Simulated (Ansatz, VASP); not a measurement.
## CrTeS (2H-CrSTe monolayer) in two plane-wave programs

One calculation is typed for both programs; each brings its own data sets. How far apart do they land? The structure shown is the start of the Ansatz relaxation below; VASP solves that cell, so the two are compared at the walk's first step.

Program: Ansatz 0.2.0. Level of theory: plane waves, with VASP 6.6.1 beside it; single point at r2SCAN with D4. Results are calculated unless marked as measured.

**1. Starting point**

The cell holds 3 atoms: 1 Te, 1 Cr and 1 S. Cell: a = 3.365 Å, b = 3.365 Å, c = 37.174 Å, α = 90.0°, β = 90.0°, γ = 120.0°. Vacuum lies along c.

As a file:

```cif
data_structure
_symmetry_space_group_name_H-M 'P 1'
_symmetry_Int_Tables_number 1
_cell_length_a 3.3650
_cell_length_b 3.3650
_cell_length_c 37.1736
_cell_angle_alpha 90.000
_cell_angle_beta 90.000
_cell_angle_gamma 120.000
_cell_volume 364.53
loop_
_atom_site_label
_atom_site_type_symbol
_atom_site_fract_x
_atom_site_fract_y
_atom_site_fract_z
_atom_site_occupancy
Te1 Te 0.33333 0.66667 0.45866 1
Cr2 Cr 0.00000 0.00000 0.50718 1
S3 S 0.33333 0.66667 0.54134 1
```

**2. Ansatz: relaxation, r2SCAN with D4**

Ansatz runs on its default PAW (the set named soft_2) files.

The two programs are compared at the cell with which this relaxation starts, whose forces are those of its first step.

input.yaml

```yaml
crystal:
  lattice:
    - [3.365, 0.0, 0.0]
    - [-1.6825, 2.9141754837, 0.0]
    - [0.0, 0.0, 37.1736110956]
  atoms:
    - { symbol: Te, position: [0.3333333333, 0.6666666667, 0.4586586962] }
    - { symbol: Cr, position: [0.0, 0.0, 0.507180115] }
    - { symbol: S, position: [0.3333333333, 0.6666666667, 0.5413413038] }
  periodic: [true, true, false]
kpoints:
  mp_grid: { grid: [12, 12, 1] }
hamiltonian:
  xc: r2scan
  dispersion: d4
scf:
  occupations: { method: fermi_dirac, width: 0.05 }
  convergence: { dr2_threshold: 1.0e-09 }
relax:
  f_tol: 0.004
  max_steps: 90
  cell: {}
output:
  write_potential: true
  write_density: true
  volumetric_format: npy
```

Launch:

```sh
$ ansatz run input.yaml --threads 4 --pin off --max-ram 12288MiB --backend cpu --events-out ev --progress --plain --runs-dir out
```

Numbers of over 12 decimals in the logs are rounded to 6 here.

What it wrote:

```text
Warning: relax.cell: scf.convergence.dr2_threshold = 1e-9 eV is looser than the 1.7552142292e-10 eV advised for a relaxation that steers and ends on the stress (1e-10 eV for each atom of the cell: 3, times the square of relax.cell.stress_2d_tol = 0.05 N/m over 13.1 Å (the atoms' height at the walk's start and 5 Å past either face), 3.824e-2 GPa, over a crystal's default 0.05). What an SCF threshold leaves in a stress goes as its square root, and in the free energy as the threshold itself, and one threshold admits the most on a small cell: [figures from the program's tests cut] Set scf.convergence.dr2_threshold to 1.7552142292e-10 eV or tighter. [rest of the remark cut]
Engine: ansatz 0.2.0, aarch64-unknown-linux-gnu
Pseudopotentials: kind: paw
Pseudopotential: Te, paw, valence charge 16, recommended cutoff 500 eV (meta_gga), Te.paw.azcp
Pseudopotential: Cr, paw, valence charge 14, recommended cutoff 500 eV (meta_gga), Cr.paw.azcp
Pseudopotential: S, paw, valence charge 6, recommended cutoff 500 eV (meta_gga), S.paw.azcp
Functional definition: r2SCAN
  parameter k0 = 0.174
  parameter k1 = 0.065
  parameter a1 = 4.9479
  exchange = r2scan_x(k0 = k0, k1 = k1, a1 = a1)
  correlation = r2scan_c
Crystal: 3 atoms, lattice volume = 364.532 Å³
Basis set: ecut = 500 eV, 9219 PW (Γ), exchange–correlation on 100×100×1152 points (64 copies of the dense FFT grid, shifted against one another)
Bands: 22, of which v1, the nominal top of the filled ones, is band 18 counted from 1 (17 counted from 0)
Symmetry: 6 space group operations
Space group: P3m1 (ITA 156), of the structure as read, at distance tolerance 7.1e-5 Å
k-points: 19 of 144 (time reversal used)
Non-local potential: Te, projectors of the file, l = 0: 2, l = 1: 2, l = 2: 2, l = 3: 2
Non-local potential: Cr, projectors of the file, l = 0: 3, l = 1: 2, l = 2: 3, l = 3: 1
Non-local potential: S, projectors of the file, l = 0: 2, l = 1: 2, l = 2: 2
PAW form: soft (Blöchl's): semilocal exchange-correlation on the pseudo side does not see the compensation charge
PAW frozen core: Te, regenerated for the run's functional (the file was generated under x = pbe(κ = 0.804, μ = 0.219515), c = pbe(β = 0.066725))
PAW frozen core: Cr, regenerated for the run's functional (the file was generated under x = pbe(κ = 0.804, μ = 0.219515), c = pbe(β = 0.066725))
PAW frozen core: S, regenerated for the run's functional (the file was generated under x = pbe(κ = 0.804, μ = 0.219515), c = pbe(β = 0.066725))
PAW one-centre angular grid: Te, 590 points (default); XC on 160 Gauss nodes
PAW one-centre angular grid: Cr, 590 points (default); XC on 160 Gauss nodes
PAW one-centre angular grid: S, 302 points (default); XC on 160 Gauss nodes
Initial density: superposition of atomic densities (neutral atoms: chi_scale 0, normalization atom), corrected by the library's trained network
Initial wavefunctions: pseudopotential atomic-orbital guess
Functional: x = r2scan, c = r2scan; τ floored in thin density (d = 2e-4 eV/Å³)
SCF iter   1: F=—  HF=-11284.281077 eV  |F-HF|=—  |Δ(HF+E_count)|=         —  Δρ=8.15e-3  dr2=4.07e-1  dr2_τ=2.69e-2  ethr=1.77e-3  ⟨swp⟩=17.0  Hψ=3771  notcnv=0
preconditioner: auto → LDOS  [metal: Δε(μ)=0.098 eV  Ē_g=6.861 eV  σ=0.050 eV  W_gap=0.45  n_scr=20 (ndim 8)  ℏωp=8.3 eV  f_vac=0.805  D(μ)=1.48/eV (n_scr^D=10)  β→1.0]
SCF iter   2: F=—  HF=-11284.746216 eV  |F-HF|=—  |Δ(HF+E_count)|=   4.65e-1  Δρ=2.81e-2  dr2=7.04e0  dr2_τ=8.47e-2  ethr=1.13e-3  ⟨swp⟩=4.4  Hψ=1153  notcnv=0  recentre
SCF iter   3: F=—  HF=-11284.288635 eV  |F-HF|=—  |Δ(HF+E_count)|=   4.58e-1  Δρ=3.65e-3  dr2=8.41e-2  dr2_τ=1.10e-3  ethr=1.13e-3  ⟨swp⟩=5.4  Hψ=1199  notcnv=0
SCF iter   4: F=—  HF=-11284.285296 eV  |F-HF|=—  |Δ(HF+E_count)|=   3.34e-3  Δρ=2.55e-4  dr2=3.61e-4  dr2_τ=2.30e-5  ethr=2.34e-4  ⟨swp⟩=3.0  Hψ=777  notcnv=0
SCF iter   5: F=—  HF=-11284.285338 eV  |F-HF|=—  |Δ(HF+E_count)|=   4.21e-5  Δρ=9.68e-5  dr2=3.73e-5  dr2_τ=1.92e-6  ethr=1.00e-6  ⟨swp⟩=4.4  Hψ=1113  notcnv=0
SCF iter   6: F=—  HF=-11284.285373 eV  |F-HF|=—  |Δ(HF+E_count)|=   3.45e-5  Δρ=4.44e-5  dr2=8.14e-6  dr2_τ=2.70e-7  ethr=1.04e-7  ⟨swp⟩=4.0  Hψ=1019  notcnv=0
SCF iter   7: F=—  HF=-11284.285381 eV  |F-HF|=—  |Δ(HF+E_count)|=   7.96e-6  Δρ=1.39e-5  dr2=1.17e-6  dr2_τ=3.84e-8  ethr=2.26e-8  ⟨swp⟩=3.3  Hψ=833  notcnv=0
[...]
SCF iter   3: F=—  HF=-11284.365758 eV  |F-HF|=—  |Δ(HF+E_count)|=   1.18e-7  Δρ=1.58e-5  dr2=2.22e-6  dr2_τ=2.91e-8  ethr=1.46e-8  ⟨swp⟩=3.3  Hψ=801  notcnv=0
SCF iter   4: F=—  HF=-11284.365829 eV  |F-HF|=—  |Δ(HF+E_count)|=   7.12e-5  Δρ=3.93e-6  dr2=4.93e-8  dr2_τ=2.28e-9  ethr=6.17e-9  ⟨swp⟩=2.2  Hψ=558  notcnv=0
SCF iter   5: F=—  HF=-11284.365829 eV  |F-HF|=—  |Δ(HF+E_count)|=   1.63e-8  Δρ=2.32e-6  dr2=2.88e-8  dr2_τ=1.81e-9  ethr=1.37e-10  ⟨swp⟩=3.8  Hψ=962  notcnv=0
SCF iter   6: F=—  HF=-11284.365829 eV  |F-HF|=—  |Δ(HF+E_count)|=   1.40e-9  Δρ=5.29e-7  dr2=1.49e-9  dr2_τ=8.35e-11  ethr=7.99e-11  ⟨swp⟩=2.5  Hψ=542  notcnv=0
SCF iter   7: F=-11284.365829 eV  HF=-11284.365829 eV  |F-HF|=2.13e-10  |Δ(HF+E_count)|=  1.38e-10  Δρ=3.06e-7  dr2=5.48e-10  dr2_τ=1.27e-11  ethr=2.78e-12  ⟨swp⟩=13.2  Hψ=3403  notcnv=0
SCF 6 converged in 7 iterations: F = -11284.365829 eV  dr2 = 5.48e-10
relax step   6: F+E_penalty+E_count = -11284.36582892 eV  Δ(F+E_penalty+E_count) = -1.489e-5 eV  max|allowed force component| = 6.911e-5 eV/Å  Δτ_max = 0.0004 Å  P = -0.000 N/m  Ω = 341.792 Å³  energy of the carried Pulay correction = +1.025e-3 eV  fix = [c, alpha, beta]  reactions: c -0.000 N/m  (7 SCF iters, accepted)
Basis set: ecut = 500 eV, 8589 PW (Γ), exchange–correlation on 96×96×1152 points (64 copies of the dense FFT grid, shifted against one another)
Initial wavefunctions: pseudopotential atomic-orbital guess (no wavefunctions were taken with the density)
iter 1 solved again at ethr=4.70e-7 eV; its pass at ethr=3.10e-3 eV (dr2=1.69e-4 eV) is discarded
SCF iter   1: F=—  HF=-11284.364935 eV  |F-HF|=—  |Δ(HF+E_count)|=         —  Δρ=3.26e-5  dr2=4.85e-7  dr2_τ=9.91e-7  ethr=4.70e-7  ⟨swp⟩=5.8  Hψ=5519  notcnv=0
SCF iter   2: F=—  HF=-11284.364952 eV  |F-HF|=—  |Δ(HF+E_count)|=   1.75e-5  Δρ=4.28e-5  dr2=8.66e-6  dr2_τ=1.62e-7  ethr=1.35e-9  ⟨swp⟩=4.3  Hψ=1150  notcnv=0
SCF iter   3: F=—  HF=-11284.364953 eV  |F-HF|=—  |Δ(HF+E_count)|=   6.14e-7  Δρ=6.09e-5  dr2=2.07e-5  dr2_τ=4.17e-7  ethr=1.35e-9  ⟨swp⟩=3.8  Hψ=914  notcnv=0  recentre
SCF iter   4: F=—  HF=-11284.364951 eV  |F-HF|=—  |Δ(HF+E_count)|=   1.36e-6  Δρ=3.16e-6  dr2=3.77e-7  dr2_τ=2.89e-9  ethr=1.35e-9  ⟨swp⟩=3.4  Hψ=968  notcnv=0
SCF iter   5: F=—  HF=-11284.364951 eV  |F-HF|=—  |Δ(HF+E_count)|=   2.60e-8  Δρ=1.07e-6  dr2=2.70e-9  dr2_τ=4.85e-10  ethr=1.05e-9  ⟨swp⟩=2.1  Hψ=525  notcnv=0
SCF iter   6: F=-11284.364951 eV  HF=-11284.364951 eV  |F-HF|=2.58e-9  |Δ(HF+E_count)|=   1.72e-8  Δρ=5.04e-7  dr2=9.83e-10  dr2_τ=5.58e-11  ethr=2.78e-12  ⟨swp⟩=17.0  Hψ=4024  notcnv=0
SCF 7 converged in 6 iterations: F = -11284.364951 eV  dr2 = 9.83e-10
relax step   7: F+E_penalty+E_count = -11284.36495136 eV  Δ(F+E_penalty+E_count) = +8.776e-4 eV  max|allowed force component| = 1.916e-4 eV/Å  Δτ_max = 0.0000 Å  P = -0.008 N/m  Ω = 341.792 Å³  fix = [c, alpha, beta]  reactions: c -0.000 N/m  stress off target by 8.05e-3 N/m on what of the cell is left free  SCF on the basis re-selected at this cell (its energy is not comparable with the rows above)  (6 SCF iters)
basis re-selected at this cell: Δ(F+E_penalty+E_count) = +8.776e-4 eV, ΔP = -0.008 N/m vs the last step (what re-selecting the basis moved, of the pressure what is left beyond the Pulay correction that the steps carried, after the strain that the cell walked since its last selection, with what the two solves' SCF thresholds leave and, on support functions, any second-order correction that the steps lacked; it is no measure of the basis error at this ecutwfc). The dense FFT grid was sized anew with the basis: this SCF ran on 24×24×288 points, the steps before it on 25×25×288, so part of this shift can come from that change (see relax.cell in the input reference). [rest of the remark cut]
WARN: The output density's exchange-correlation potential varies sharply where the density is thin. Do not read a vacuum level from v_tot or v_xc, or from such a field of the output density. On a cell that repeats whose density bears no net charge and no dipole along the vacuum's axis use v_es (v_loc + v_h of the components); under efield.dipole_correction with no amplitude use v_es + v_field, which holds any externa [...]
SCF converged after 6 iterations
Free energy (F): -11284.364951 eV
Harris-Foulkes:  -11284.364951 eV  (|F-HF|=2.58e-9)
Internal energy: -11284.363318 eV  (E = F + TS)
E sigma→0 (E₀):  -11284.364135 eV
Entropy (-TS):   -0.001633 eV (-0.544 meV/atom)
Fermi energy:    -4.932893 eV
--- Per-component energies (eV) ---
  E_band       = -1079.449978
  E_kinetic    = 632.941011
  E_local      = -102399.782076  (includes V_loc(G=0)·N_el)
  E_nonlocal   = -202.484877
  E_hartree    = 50958.642289
  E_xc         = -344.932342
  E_vxc        = -407.222778  (∫ρ·V_xc dr)
  E_paw        = -6498.854880  (= ΣΔE_a)
  E_vpaw       = -644.285358  (= ΣTr[D̂ρ^β])
  E_aug_tail   = 0.000191  (compensation charges beyond the density's cutoff)
  E_vtau       = 24.101403  (kinetic-family band-sum trace: ∫τ·v_τ [+ j·A + Jᵃ·Aᵃ] dr)
  E_ewald      = 46570.576249
  E_disp       = -0.371646  (pairwise vdW)
  E_core_change = -0.097239  (= ΣΔE_core)
  E_smearing   = -0.001633  (= −TS)
  E_closure    = 0.000000  (closes the sum)
  Σ components = -11284.364951   (vs F -11284.364951, Δ=0.00e0)
--- Forces (eV/Å), atoms counted from 1 ---
  atom   1  Te    -0.00000000    -0.00000000    -0.00019758
  atom   2  Cr     0.00000000     0.00000000    -0.00000275
  atom   3  S      0.00000000    -0.00000000     0.00018240
  max |Σ_I F_I| component: 1.79e-5 eV/Å
--- 2D stress c σ (N/m, compression-positive) ---
       -0.008045       0.000000      -0.000000
        0.000000      -0.008045      -0.000000
       -0.000000      -0.000000      -0.000000
  P = ½ c Tr σ = -0.0080 N/m
--- Band table (eV; the first three rows and the last of 19) ---
  k-point 0: bands = [... 14 lower, -7.7201, -6.1538, -6.1538, -5.0757, -2.7769, -2.7769, -1.3998, -1.3998]
  k-point 1: bands = [... 14 lower, -7.6206, -6.2978, -6.2210, -5.1107, -2.9869, -2.8068, -2.1734, -1.6181]
  k-point 2: bands = [... 14 lower, -7.5747, -6.7965, -6.3520, -5.2952, -3.5405, -3.2082, -3.0197, -1.9701]
  k-point 18: bands = [... 14 lower, -8.9840, -8.8923, -6.9782, -5.5804, -4.7997, -3.8434, -3.5815, -2.0866]
  the weakly bound empty levels are not read free of the cell's end (no_gap_told)
--- Relaxed structure (6 steps of the walk, 6 accepted, 1 SCFs on fresh bases) ---
  F+E_penalty+E_count = -11284.36495136 eV   max|allowed force component| = 1.916e-4 eV/Å   (the final SCF, on the basis selected at the relaxed cell)
  cell:  # Å, volume = 341.7917 Å³
    - [3.258352, 0, 0]
    - [-1.629176, 2.821816, 0]
    - [0, 0, 37.1736110956]
  atoms:
    - { symbol: Te, position: [0.333333, 0.666667, 0.458080] }
    - { symbol: Cr, position: [-6.298356067201847e-19, -3.700743415524894e-17, 0.506410] }
    - { symbol: S, position: [0.333333, 0.666667, 0.542690] }
```

In the SCF lines HF is the Harris–Foulkes energy and dr2 the Hartree energy of the density residual, in eV; the loop may stop once dr2 is under the threshold and the program's other checks hold. Hψ counts applications of the Hamiltonian.

(Continued in part 2 of 2.)

[Lines on the potential files, build, host, timing and source positions are cut from VASP's logs without a mark.]

[Logs are printed without paths, hosts, clocks, repeated set-up lines and the standing remarks that a program may print on its own settings, such as how far it seeks lower states.]

[Hosts, paths, dates, database ids (printed as entryN), source tags and the programs' standing remarks are cut or masked in the printed files.]
